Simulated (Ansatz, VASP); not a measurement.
# In2SeS (In2SSe monolayer) in two plane-wave programs, part 2 of 2

One calculation is typed for both programs; each brings its own data sets. How far apart do they land? The structure shown is the start of the Ansatz relaxation below; VASP solves that cell, so the two are compared at the walk's first step.

VASP 6.6.1 and Ansatz 0.2.0.

So far: The structure; Ansatz: relaxation, r2SCAN with D4.

### 3. VASP: single point, r2SCAN with D4, start cell

Level of this step: r2SCAN with D4; plane waves and PAW (Se, In_d, S) (VASP).

The same cell, functional, mesh and smearing now go to VASP, with its own data sets.

Lines of VASP's logs that name or quote its potential files are left out, and so is its time.

INCAR reads:

```
SYSTEM = In2SeS
PREC = Accurate
ENCUT = 440
EDIFF = 1E-06
NELM = 300
ISMEAR = -1
SIGMA = 0.05
LREAL = .FALSE.
ALGO = Normal
METAGGA = R2SCAN
IVDW = 13
VDW_S6 = 1
VDW_S8 = 0.6018749
VDW_A1 = 0.51559235
VDW_A2 = 5.77342911
LASPH = .TRUE.
NBANDS = 25
LORBIT = 11
LWAVE = .FALSE.
LCHARG = .FALSE.
ISIF = 2
LDIPOL = .TRUE.
IDIPOL = 3
DIPOL = 0.5 0.5 0.502
LVHAR = .TRUE.
GGA_COMPAT = .FALSE.
EFERMI = MIDGAP
NELMDL = -8
LMIXTAU = .TRUE.
KPAR = 2
AMIX = 0.1
BMIX = 1E-04
```

POSCAR reads:

```
In2SeS
1.0
    4.0170000000      0.0000000000      0.0000000000
   -2.0085000000      3.4788240000      0.0000000000
    0.0000000000      0.0000000000     41.1554840000
Se In S
1 2 1
Direct
    0.3333333333      0.6666666667      0.4385806761
    0.0000000000      0.0000000000      0.4697328550
    0.0000000000      0.0000000000      0.5387394545
    0.3333333333      0.6666666667      0.5614193239
```

KPOINTS reads:

```
Automatic mesh
0
Gamma
12 12 1
0 0 0
```

PAW data sets: Se, In_d and S (PBE family, release 64).

On the command line:

```bash
$ mpirun -np 2 vasp_std
```

Numbers of over 12 decimals in the logs are rounded to 6 here.

The log of the run:

```text
[banner, memory and clock lines left out]
running    2 mpi-ranks, on    1 nodes
 distrk:  each k-point on    1 cores,    2 groups
 distr:  one band on    1 cores,    1 groups

 POSCAR found type information on POSCAR SeInS
 POSCAR found :  3 types and       4 ions
|                                                                             |
|               ----> ADVICE to this user running VASP <----                  |
|                                                                             |
|     You enforced a specific xc type in the INCAR file but a different       |
|     [... a line on the potential file left out ...]
|     I HOPE YOU KNOW WHAT YOU ARE DOING!                                     |
|                                                                             |

 LDA part: xc-table for (None), standard interpolation
 POSCAR, INCAR and KPOINTS ok, starting setup
 FFT: planning ... GRIDC
 FFT: planning ... GRID_SOFT
 FFT: planning ... GRID
 WAVECAR not read
 entering main loop
       N       E                     dE             d eps       ncg     rms          rms(c)
DAV:   1     0.204583698572E+03    0.20458E+03   -0.13735E+04  1214   0.980E+02
DAV:   2    -0.463125394842E+02   -0.25090E+03   -0.24797E+03  1163   0.274E+02
DAV:   3    -0.770909923616E+02   -0.30778E+02   -0.30612E+02  1296   0.113E+02
DAV:   4    -0.777648325784E+02   -0.67384E+00   -0.67298E+00  1199   0.224E+01
DAV:   5    -0.777912784427E+02   -0.26446E-01   -0.26443E-01  1627   0.369E+00
DAV:   6    -0.777916065179E+02   -0.32808E-03   -0.32807E-03  1395   0.365E-01
DAV:   7    -0.777916253192E+02   -0.18801E-04   -0.18801E-04  1596   0.791E-02
DAV:   8    -0.777916259327E+02   -0.61350E-06   -0.61293E-06  1259   0.148E-02    0.987E+00
DAV:   9    -0.718584998039E+02    0.59331E+01   -0.85900E-01  1170   0.183E+01    0.871E+00
DAV:  10    -0.682986516835E+02    0.35598E+01   -0.38699E+00  1278   0.396E+01    0.470E+00
DAV:  11    -0.689636123398E+02   -0.66496E+00   -0.12028E+00  1201   0.742E+00    0.395E+00
DAV:  12    -0.696749703365E+02   -0.71136E+00   -0.21638E-01  1210   0.504E+00    0.342E+00
DAV:  13    -0.700889945197E+02   -0.41402E+00   -0.25297E-01  1352   0.777E+00    0.213E+00
DAV:  14    -0.700415269633E+02    0.47468E-01   -0.16528E-01  1292   0.386E+00    0.113E+00
[...]
DAV:  21    -0.700614149289E+02    0.70057E-04   -0.14615E-04  1364   0.668E-02    0.397E-01
DAV:  22    -0.700614787110E+02   -0.63782E-04   -0.19239E-05  1298   0.530E-02    0.410E-01
DAV:  23    -0.700615267019E+02   -0.47991E-04   -0.61302E-05  1086   0.596E-02    0.413E-01
DAV:  24    -0.700610968484E+02    0.42985E-03   -0.11941E-03  1141   0.258E-01    0.362E-01
DAV:  25    -0.700611055166E+02   -0.86682E-05   -0.25903E-04  1419   0.100E-01    0.297E-01
DAV:  26    -0.700611054752E+02    0.41357E-07   -0.56411E-05  1184   0.479E-02    0.192E-01
DAV:  27    -0.700611005558E+02    0.49194E-05   -0.34062E-05  1159   0.539E-02    0.105E-01
DAV:  28    -0.700611003179E+02    0.23791E-06   -0.48718E-06  1214   0.163E-02
   1 F= -.70358334E+02 E0= -.70358334E+02  d E =-.297958E-07
```

From OUTCAR (step 3):

```text
ion  position               nearest neighbor table
   1  0.333  0.667  0.439-   2 2.65   2 2.65   2 2.65
   2  0.000  0.000  0.470-   1 2.65   1 2.65   1 2.65   3 2.84
   3  0.000  0.000  0.539-   4 2.50   4 2.50   4 2.50   2 2.84
   4  0.333  0.667  0.561-   3 2.50   3 2.50   3 2.50

  LATTYP: Found a hexagonal cell.
 ALAT       =     4.0170000000
 C/A-ratio  =    10.2453283545

 Subroutine GETGRP returns: Found  6 space group operations
 (whereof  6 operations were pure point group operations)

The static configuration has the point symmetry C_3v.

 Found     19 irreducible k-points:

   k-points           NKPTS =     19   k-points in BZ     NKDIM =     19   number of bands    NBANDS=     25

   dimension x,y,z NGX =    28 NGY =   28 NGZ =  288
   dimension x,y,z NGXF=    56 NGYF=   56 NGZF=  576

   ENCUT  =  440.0 eV  32.34 Ry    5.69 a.u.   6.87  6.87 70.39*2*pi/ulx,y,z

   NELECT =      38.0000    total number of electrons

 k-points in reciprocal lattice and weights: Automatic mesh
   0.00000000  0.00000000  0.00000000       0.007
   0.08333333  0.00000000  0.00000000       0.042
   0.16666667  0.00000000  0.00000000       0.042
   0.25000000  0.00000000  0.00000000       0.042
   0.33333333 -0.00000000  0.00000000       0.042
   0.41666667  0.00000000  0.00000000       0.042
   0.50000000  0.00000000  0.00000000       0.021
   0.08333333  0.08333333  0.00000000       0.042
   0.16666667  0.08333333  0.00000000       0.083
[...]
0.33333333  0.25000000  0.00000000       0.083
   0.33333333  0.33333333  0.00000000       0.014

 dipolmoment           0.000000      0.000000     -0.027686 electrons x Angstroem

 average (electrostatic) potential at core
       1 -65.7475       2-110.0818       3-110.5192       4 -98.1802

 E-fermi :  -3.3616

 k-point     1 :       0.0000    0.0000    0.0000
  band No.  band energies     occupation
    ...
     15      -6.0001      2.00000
     16      -6.0001      2.00000
     17      -4.6736      2.00000
     18      -4.6736      2.00000
     19      -4.3492      2.00000
     20      -2.6839      0.00000
     21      -1.0377      0.00000
     22       0.9396      0.00000
     23       0.9396      0.00000
     24       1.6497      0.00000
    ...

 k-point     2 :       0.0833    0.0000    0.0000
  band No.  band energies     occupation
    ...
     15      -6.3292      2.00000
     16      -6.0798      2.00000
     17      -5.0720      2.00000
     18      -4.7571      2.00000
     19      -4.2604      2.00000
     20      -2.3494      0.00000
     21      -0.7042      0.00000
     22       0.6052      0.00000
     23       1.0535      0.00000
     24       1.7308      0.00000
    ...

 k-point     3 :       0.1667    0.0000    0.0000
  band No.  band energies     occupation
    ...
     15      -6.7781      2.00000
     16      -6.2856      2.00000
     17      -5.7714      2.00000
     18      -4.9710      2.00000
     19      -4.1961      2.00000
     20      -1.7527      0.00000
     21      -0.4575      0.00000
     22       0.4222      0.00000
     23       1.3129      0.00000
     24       1.4243      0.00000
    ...

  DFT-D4 for vdW energy calculation

  Edisp (eV):   -0.29723

  Total       0.07867     0.07867     0.23039    -0.00000     0.00000     0.00000
  in kB       0.21916     0.21916     0.64182    -0.00000     0.00000     0.00000
  external pressure =        0.36 kB  Pullay stress =        0.00 kB

  energy-cutoff  :      440.00
  volume of cell :      575.12
      direct lattice vectors                 reciprocal lattice vectors
     4.017000000  0.000000000  0.000000000     0.248941997  0.143726731  0.000000000
    -2.008500000  3.478824000  0.000000000     0.000000000  0.287453461  0.000000000
     0.000000000  0.000000000 41.155484000     0.000000000  0.000000000  0.024298098

 POSITION                                       TOTAL-FORCE (eV/Angst)
 -----------------------------------------------------------------------------------
     -0.00000      2.31922     18.05000        -0.000000      0.000000      0.092487
      0.00000      0.00000     19.33208         0.000000      0.000000      0.113252
      0.00000      0.00000     22.17208        -0.000000     -0.000000     -1.095482
     -0.00000      2.31922     23.10548         0.000000      0.000000      0.889742
 -----------------------------------------------------------------------------------
    total drift:                               -0.000001      0.000000     -0.003409

  FREE ENERGIE OF THE ION-ELECTRON SYSTEM (eV)
  ---------------------------------------------------
  free  energy   TOTEN  =       -70.3583338974 eV

  energy  without entropy=      -70.3583338676  energy(sigma->0) =      -70.35833388

 vacuum level on the upper side and lower side of the slab         1.704         2.064

 total charge
# of ion       s       p       d       tot
------------------------------------------
    1        1.465   2.389   0.022   3.876
    2        0.849   0.689   9.884  11.422
    3        0.828   0.703   9.906  11.437
    4        1.326   2.415   0.000   3.741
--------------------------------------------------
tot          4.468   6.196  19.811  30.475

[... 3 further parts left out ...]
```

The PAW data sets were made with PBE, which is usual practice but a small mismatch for other functionals.

### 4. Side by side

Known differences besides the potentials themselves: VASP keeps PBE cores, Ansatz makes them for the functional; Ansatz cuts the interaction across the vacuum, VASP repeats the sheet with a dipole correction; the data sets hold 48 valence electrons in Ansatz (on its default PAW (the set named soft_2) files) and 38 in VASP; the cutoff is 500 eV in Ansatz and 440 eV in VASP. Total energies have different zeros and are not compared.

Forces (eV/Å; atoms numbered as in POSCAR):

```csv
atom,"Ansatz x, y, z","VASP x, y, z"
Se1,"0.000, 0.000, 0.095","0.000, 0.000, 0.092"
In2,"0.000, 0.000, 0.096","0.000, 0.000, 0.113"
In3,"0.000, 0.000, -1.067","0.000, 0.000, -1.095"
S4,"0.000, 0.000, 0.876","0.000, 0.000, 0.890"
```

The forces differ by 10 meV/Å r.m.s., which is 2.6 % of the r.m.s. force of 0.410 eV/Å (both taken over all components). VASP's last cycles still show a density residual of 1e-02, so its state may not be settled. With vacuum in the cell, a pressure given here is an average over mostly empty space and none of the material.

### 5. What came out

```json
{"r.m.s. force difference (single point, r2SCAN with D4, start cell)": "2.6 % of the r.m.s. force"}
```

What this shows: The r.m.s. force difference is 2.6 % of the r.m.s. force (single point, r2SCAN with D4, start cell), within the 3 % picked in this series as the mark of a large difference. The data sets hold unlike numbers of valence electrons (48 in Ansatz and 38 in VASP), so part of the differences comes from the potentials. VASP runs on this material, other cells of it included, that failed, so that no pair exists: single point, r2SCAN (not converged). 1 further run of this series is not shown here. How closely two codes agree says nothing of how well the functional describes the real material.

[Lines on the potential files, build, host, timing and source positions are cut from VASP's logs without a mark.]

[Logs are printed without paths, hosts, clocks, repeated set-up lines and the standing remarks that a program may print on its own settings, such as how far it seeks lower states.]

[Hosts, paths, dates, database ids (printed as entryN), source tags and the programs' standing remarks are cut or masked in the printed files.]
